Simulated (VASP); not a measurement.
VASP runs on NbC (rock salt) share one base input (PBE GGA, plane waves, VASP's PBE PAW potentials (set 64)) and change the settings named in each case.

**POSCAR**
```
NbC
1
    0.0000000000     2.2797000000     2.2797000000
    2.2797000000     0.0000000000     2.2797000000
    2.2797000000     2.2797000000     0.0000000000
Nb C
1 1
Direct
  0.0000000000   0.0000000000   0.0000000000
  0.5000000000   0.5000000000   0.5000000000
```

INCAR:
```
# general
SYSTEM =NbC
PREC   =Accurate
ENCUT  =520
LREAL  =.False.
LASPH  =.True.

# electronic loop
EDIFF  =1E-6
NELM   =100
ALGO   =Normal
LMAXMIX=4

# smearing
ISMEAR =1
SIGMA  =0.1

# functional
GGA    =PE

# ions
ISIF   =2

# output
LWAVE  =.False.
LCHARG =.False.
```

**KPOINTS**
```
Automatic mesh
0
Gamma
12 12 12
0 0 0
```

POTCAR, in this order: Nb_sv C (PBE.64 set). Program: vasp_std.

```csv
change,E(σ→0) (eV/atom),pressure (GPa),−TS (eV),plane waves
base run,-10.2424,-13.73,-0.0015,650
ENCUT = 250,-10.2313,-36.25,-0.0016,222
ENCUT = 325,-10.2461,-18.08,-0.0015,332
ENCUT = 400,-10.2462,-14.87,-0.0015,444
ENCUT = 550,-10.2423,-13.76,-0.0015,725
ENCUT = 650,-10.2433,-13.87,-0.0015,911
ENCUT = 700,-10.2437,-13.86,-0.0015,1018
ENCUT = 750,-10.2439,-13.82,-0.0015,1125
```

Left out are runs that ran out of time, are held back, or changed the cell or the kind of run, fixed moments of cells without a moment, rows past the twelfth, gaps on odd meshes, pressures of charged cells and columns that move by less than the noise.

The compound is NbC in the rock salt structure. The cell was not relaxed at this level. The electron count is odd and the run is not spin-polarised, which forces a metal.
